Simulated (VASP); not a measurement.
# GaW3 (P4/mmm) in VASP: single point with r2SCAN

Aim: the single point of GaW3 with r2SCAN.

Everything below comes from runs of VASP 6.6.1. Logs are shortened: lines on timing, memory, paths and dates and some standing lists are left out, and cuts for length are marked.

### Step 1. Starting point

Symmetry: P4/mmm, No. 123, tetragonal system. Conventional cell: a = 4.061 Å, b = 4.061 Å, c = 4.114 Å, α = 90.00°, β = 90.00°, γ = 90.00°. Ga (site symmetry 4/mmm) is surrounded by 12 W at 2.87 to 2.89 Å. W (site symmetry mmm) has 8 W at 2.87 to 2.89 Å and 4 Ga at 2.89 Å as nearest neighbours. W (site symmetry 4/mmm) has 4 Ga at 2.87 Å and 8 W at 2.89 Å as nearest neighbours.

The cell was built by a generator and needn't be a form met in nature.

### Step 2. Single point, r2SCAN

File POSCAR:

```
GaW3
1.0
    4.0609576300      0.0000000000      0.0000000000
    0.0000000000      4.0609576300      0.0000000000
    0.0000000000      0.0000000000      4.1136617000
Ga W
1 3
Direct
    0.0000000000      0.0000000000      0.0000000000
    0.0000000000      0.5000000000      0.5000000000
    0.5000000000      0.0000000000      0.5000000000
    0.5000000000      0.5000000000      0.0000000000
```

File INCAR.step1:

```
ALGO     = Normal         # electronic algorithm
EDIFF    = 1E-4           # SCF threshold, eV
ENCUT    = 520            # plane-wave cutoff, eV
GGA      = PE             # functional
ISMEAR   = 1              # smearing method
LASPH    = True           # aspherical terms in the spheres
LCHARG   = False          # write CHGCAR
LREAL    = False          # projectors in reciprocal space
LWAVE    = True           # write WAVECAR
NBANDS   = 36             # bands
NELM     = 100            # most SCF steps
PREC     = Accurate       # precision mode
SIGMA    = 0.0566         # smearing width, eV
```

File INCAR.step2:

```
ALGO     = Normal         # electronic algorithm
EDIFF    = 1E-6           # SCF threshold, eV
ENCUT    = 520            # plane-wave cutoff, eV
ISIF     = 2              # what is computed and relaxed
ISMEAR   = 1              # smearing method
ISTART   = 1            
LASPH    = True           # aspherical terms in the spheres
LCHARG   = False          # write CHGCAR
LMIXTAU  = True         
LREAL    = False          # projectors in reciprocal space
LWAVE    = False          # write WAVECAR
METAGGA  = R2SCAN         # meta-GGA
NBANDS   = 36             # bands
NELM     = 100            # most SCF steps
PREC     = Accurate       # precision mode
SIGMA    = 0.0566         # smearing width, eV
```

File KPOINTS:

```
k-points
0
Gamma
  6 6 6
```

Potentials or basis: VASP PAW PBE potentials, release 64 (Ga_d, W_sv).

The run is started by

```
> cat potpaw_PBE.64/Ga_d/POTCAR potpaw_PBE.64/W_sv/POTCAR > POTCAR
> cp INCAR.step1 INCAR
> mpirun -np 1 vasp_std > vasp.out
> cp INCAR.step2 INCAR
> mpirun -np 1 vasp_std > vasp.out
```

OUTCAR:

```text
EDIFF = 1E-6
   ENCUT = 520
   ISIF = 2
   ISMEAR = 1
   ISTART = 1
   LASPH = True
   LREAL = False
   METAGGA = R2SCAN
   NELM = 100
   PREC = Accurate

 ion  position               nearest neighbor table
   1  0.000  0.000  0.000-   4 2.87   4 2.87   4 2.87   4 2.87   3 2.89   2 2.89   3 2.89   2 2.89
                             3 2.89   2 2.89   3 2.89   2 2.89
   2  0.000  0.500  0.500-   3 2.87   3 2.87   3 2.87   3 2.87   4 2.89   1 2.89   1 2.89   1 2.89
                             4 2.89   4 2.89   4 2.89   1 2.89
   3  0.500  0.000  0.500-   2 2.87   2 2.87   2 2.87   2 2.87   4 2.89   1 2.89   4 2.89   4 2.89
                             1 2.89   4 2.89   1 2.89   1 2.89
   4  0.500  0.500  0.000-   1 2.87   1 2.87   1 2.87   1 2.87   3 2.89   2 2.89   3 2.89   3 2.89
                             3 2.89   2 2.89   2 2.89   2 2.89

  LATTYP: Found a simple tetragonal cell.
 ALAT       =     4.0609576300
 C/A-ratio  =     1.0129782369

  Lattice vectors:

 A1 = (   4.0609576300,   0.0000000000,   0.0000000000)
 A2 = (   0.0000000000,   4.0609576300,   0.0000000000)
 A3 = (   0.0000000000,   0.0000000000,   4.1136617000)

Analysis of symmetry for initial positions (statically):
=====================================================================
 Subroutine PRICEL returns:
 Original cell was already a primitive cell.

 Routine SETGRP: Setting up the symmetry group for a
 simple tetragonal supercell.

 Subroutine GETGRP returns: Found 16 space group operations
 (whereof 16 operations were pure point group operations)
 out of a pool of 16 trial point group operations.

The static configuration has the point symmetry D_4h.

Analysis of symmetry for dynamics (positions and initial velocities):
=====================================================================
 Subroutine PRICEL returns:
 Original cell was already a primitive cell.

 Routine SETGRP: Setting up the symmetry group for a
 simple tetragonal supercell.

 Subroutine GETGRP returns: Found 16 space group operations
 (whereof 16 operations were pure point group operations)
 out of a pool of 16 trial point group operations.

The dynamic configuration has the point symmetry D_4h.

 Subroutine INISYM returns: Found 16 space group operations
 (whereof 16 operations are pure point group operations),
 and found     1 'primitive' translations

----------------------------------------------------------------------------------------

                                     Primitive cell

  volume of cell :      67.8399

  direct lattice vectors                    reciprocal lattice vectors
     4.060957630  0.000000000  0.000000000     0.246247336  0.000000000  0.000000000
     0.000000000  4.060957630  0.000000000     0.000000000  0.246247336  0.000000000
     0.000000000  0.000000000  4.113661700     0.000000000  0.000000000  0.243092425

  length of vectors
     4.060957630  4.060957630  4.113661700     0.246247336  0.246247336  0.243092425

  position of ions in fractional coordinates (direct lattice)
     0.000000000  0.000000000  0.000000000
     0.000000000  0.500000000  0.500000000
     0.500000000  0.000000000  0.500000000
     0.500000000  0.500000000  0.000000000

  ion indices of the primitive-cell ions
   primitive index   ion index
                 1           1
                 2           2
                 3           3
                 4           4

----------------------------------------------------------------------------------------

 KPOINTS: k-points

Automatic generation of k-mesh.
 Grid dimensions read from file:
 generate k-points for:    6    6    6

 Generating k-lattice:

  Cartesian coordinates                     Fractional coordinates (reciprocal lattice)
     0.041041223  0.000000000  0.000000000     0.166666667  0.000000000  0.000000000
     0.000000000  0.041041223  0.000000000     0.000000000  0.166666667  0.000000000
     0.000000000  0.000000000  0.040515404     0.000000000  0.000000000  0.166666667

  Length of vectors
     0.041041223  0.041041223  0.040515404

  Shift w.r.t. Gamma in fractional coordinates (k-lattice)
     0.000000000  0.000000000  0.000000000

 Subroutine IBZKPT returns following result:
 ===========================================

 Found     40 irreducible k-points:

 Following reciprocal coordinates:
            Coordinates               Weight
  0.000000  0.000000  0.000000      1.000000
  0.166667  0.000000  0.000000      4.000000
  0.333333  0.000000  0.000000      4.000000
  0.500000  0.000000  0.000000      2.000000
  0.166667  0.166667  0.000000      4.000000
  0.333333  0.166667  0.000000      8.000000
[... 16 lines left out ...]
  0.333333  0.000000  0.333333      8.000000
  0.500000  0.000000  0.333333      4.000000
 [... further k-points ...]
   k-points           NKPTS =     40   k-points in BZ     NKDIM =     40   number of bands    NBANDS=     36
   number of dos      NEDOS =    301   number of ions     NIONS =      4
   total plane-waves  NPLWV =  28800
   dimension x,y,z NGX =    30 NGY =   30 NGZ =   32
   dimension x,y,z NGXF=    60 NGYF=   60 NGZF=   64
   ions per type =               1   3
   NGX,Y,Z   is equivalent  to a cutoff of  12.28, 12.28, 12.93 a.u.
   NGXF,Y,Z  is equivalent  to a cutoff of  24.56, 24.56, 25.86 a.u.
 SYSTEM =  unknown system
   PREC   = accura    normal or accurate (medium, high low for compatibility)
   ISTART =      1    job   : 0-new  1-cont  2-samecut
   ICHARG =      0    charge: 1-file 2-atom 10-const
   ISPIN  =      1    spin polarized calculation?
   LNONCOLLINEAR =      F non collinear calculations
   LSORBIT =      F    spin-orbit coupling
   LASPH  =      T    aspherical Exc in radial PAW
   ENCUT  =  520.0 eV  38.22 Ry    6.18 a.u.   7.55  7.55  7.65*2*pi/ulx,y,z
   NELM   =    100;   NELMIN=  2; NELMDL=  0     # of ELM steps
   EDIFF  = 0.1E-05   stopping-criterion for ELM
   LREAL  =      F    real-space projection
   EDIFFG = 0.1E-04   stopping-criterion for IOM
   NSW    =      0    number of steps for IOM
   IBRION =     -1    ionic relax: 0-MD 1-quasi-New 2-CG
   NFREE  =      0    steps in history (QN), initial steepest desc. (CG)
   ISIF   =      2    stress and relaxation
   ISYM   =      2    0-nonsym 1-usesym 2-fastsym
   POTIM  = 0.5000    time-step for ionic-motion
   TEBEG  =    0.0;   TEEND  =   0.0 temperature during run
   PSTRESS=    0.0 pullay stress
   NELECT =      55.0000    total number of electrons
   NUPDOWN=      -1.0000    fix difference up-down
   EMIN   =  10.00;   EMAX   =-10.00  energy-range for DOS
   EFERMI =   0.00;   METHOD = LEGACY
   ISMEAR =     1;   SIGMA  =   0.06  broadening in eV -4-tet -1-fermi 0-gaus
   EFERMI_NEDOS =   21; number of points for ismear=-14 and -15
   IALGO  =     38    algorithm
   IMIX   =      4    mixing-type and parameters
     AMIX     =   0.40;   BMIX     =  1.00
     AMIX_MAG =   1.60;   BMIX_MAG =  1.00
  volume/ion in A,a.u.               =      16.96       114.45
  Fermi-wavevector in a.u.,A,eV,Ry     =   1.526513  2.884692 31.704875  2.330243
  Thomas-Fermi vector in A             =   2.634536
   LORBIT       =      0    0 simple, 1 ext, 2 COOP (PROOUT), +10 PAW based schemes
   METAGGA = R2SCAN    functional components
   LHFCALC =     F    Hartree Fock is set to
   AEXX    =    0.0000 exact exchange contribution
   IVDW    =     0    specifies the selected vdW correction
   LEPSILON=     F    determine dielectric tensor
   LRPA    =     F    only Hartree local field effects (RPA)
 non-spin polarized calculation
 Methfessel and Paxton  Order N= 1 SIGMA  =   0.06
  energy-cutoff  :      520.00
  volume of cell :       67.84
 maximum number of plane-waves:      1856
   NGX = 15   NGY = 15   NGZ = 15

 number of electron      55.0000025 magnetization

 Free energy of the ion-electron system (eV)
  ---------------------------------------------------
  ext. energy  EPLUGINS =         0.00000000
  ---------------------------------------------------
  free energy    TOTEN  =      -164.08316076 eV

  energy without entropy =     -164.08283364  energy(sigma->0) =     -164.08305172

 E-fermi :   9.5346     XC(G=0): -14.1125

 val. band max:        9.5324465689   @ k =   0.0000   0.0000   0.5000
 cond. band min:       9.5354788950   @ k =   0.3333   0.1667   0.5000
 fundamental gap:      0.0030323262
 Fermi energy:         9.5346194443

 k-point     1 :       0.0000    0.0000    0.0000
  band No.  band energies     occupation
      1     -66.8585      2.00000
      2     -66.7617      2.00000
      3     -66.7484      2.00000
      4     -30.6938      2.00000
      5     -30.6938      2.00000
      6     -30.6927      2.00000
[... 28 lines left out ...]
     35      14.4437      0.00000
     36      14.4439      0.00000

 k-point     2 :       0.1667    0.0000    0.0000
  band No.  band energies     occupation
      1     -66.8525      2.00000
      2     -66.7634      2.00000
      3     -66.7526      2.00000
      4     -30.6657      2.00000
      5     -30.6653      2.00000
      6     -30.6522      2.00000
[... 28 lines left out ...]
     35      13.9742      0.00000
     36      14.4270      0.00000

 k-point     3 :       0.3333    0.0000    0.0000
  band No.  band energies     occupation
      1     -66.8374      2.00000
      2     -66.7740      2.00000
      3     -66.7569      2.00000
      4     -30.5987      2.00000
      5     -30.5971      2.00000
      6     -30.5385      2.00000
[... 28 lines left out ...]
     35      14.5036      0.00000
     36      14.6178      0.00000
[... 742 lines left out ...]
 k-point    23 :       0.3333    0.0000    0.3333
  band No.  band energies     occupation
      1     -66.8189      2.00000
      2     -66.7841      2.00000
      3     -66.7650      2.00000
      4     -30.6483      2.00000
      5     -30.5088      2.00000
      6     -30.4953      2.00000
[... 28 lines left out ...]
     35      13.7291      0.00000
     36      14.7118      0.00000

 k-point    24 :       0.5000    0.0000    0.3333
  band No.  band energies     occupation
      1     -66.8100      2.00000
      2     -66.7845      2.00000
      3     -66.7735      2.00000
      4     -30.6294      2.00000
      5     -30.5664      2.00000
      6     -30.4356      2.00000
[... 28 lines left out ...]
     35      13.9241      0.00000
     36      14.7366      0.00000

 [... further k-points ...]
[... 5 lines left out ...]
  --------------------------------------------------------------------------------------
  -------------------------------------------------------------------------------------
  Total       -8.0789176     -8.0789176     -8.4200869      0.0000000     -0.0000000      0.0000000
  in kB     -190.7999554   -190.7999554   -198.8573583      0.0000000     -0.0000000      0.0000000
  external PRESSURE =    -193.4857564 kB  Pullay stress =       0.0000000 kB

 VOLUME and BASIS-vectors are now :
 -----------------------------------------------------------------------------
  energy-cutoff  :      520.00
  volume of cell :       67.84
      direct lattice vectors                 reciprocal lattice vectors
     4.060957630  0.000000000  0.000000000     0.246247336  0.000000000  0.000000000
     0.000000000  4.060957630  0.000000000     0.000000000  0.246247336  0.000000000
     0.000000000  0.000000000  4.113661700     0.000000000  0.000000000  0.243092425

 POSITION                                       TOTAL-FORCE (eV/Angst)
 -----------------------------------------------------------------------------------
      0.00000      0.00000      0.00000         0.000000      0.000000      0.000000
      0.00000      2.03048      2.05683         0.000000      0.000000      0.000000
      2.03048      0.00000      2.05683         0.000000      0.000000      0.000000
      2.03048      2.03048      0.00000         0.000000      0.000000      0.000000
 -----------------------------------------------------------------------------------
    total drift:                                0.000000      0.000000     -0.000000

  FREE ENERGIE OF THE ION-ELECTRON SYSTEM (eV)
  ---------------------------------------------------
  free  energy   TOTEN  =      -164.0831607637 eV

  energy  without entropy=     -164.0828336354  energy(sigma->0) =     -164.08305172
```

Wall time 2.9 min (1 thread of Intel Xeon 6975P-C (Granite Rapids), shared host); peak memory 0.22 GiB.

Results:

* Free energy: -164.0832 eV
* Pressure: -19.3 GPa
* Band gap on the k mesh: none (metal or under the smearing width)

Levels at points of the mesh, in eV from the Fermi level:
```tsv
k point	band 24	band 25	band 26	band 27	band 28	band 29	band 30	band 31	band 32	band 33
(0.00, 0.00, 0.00)	-4.06	-0.30	-0.10	-0.10	0.74	0.83	0.83	2.93	3.11	4.19
(0.50, 0.00, 0.00)	-2.26	-1.47	-1.41	-0.83	-0.35	0.13	0.66	0.73	0.89	3.12
(0.50, 0.50, 0.00)	-2.70	-2.70	-1.28	-1.28	0.08	0.27	0.41	0.41	1.52	1.60
(0.00, 0.00, 0.50)	-2.28	-1.40	-1.40	-1.00	-0.34	0.00	0.79	0.79	0.82	3.26
(0.50, 0.00, 0.50)	-2.69	-2.66	-1.24	-1.21	-0.01	0.22	0.34	0.35	1.49	1.51
(0.50, 0.50, 0.50)	-2.39	-1.48	-1.48	-1.32	-0.11	0.58	0.60	0.60	1.67	1.83
```

Caveat: so large a pressure means that the cell lies far from this level's equilibrium, or that cutoff or potentials fall short; the potentials were made for another functional, which shifts forces and pressure. The run has no spin-orbit coupling, so splittings on W are missing.
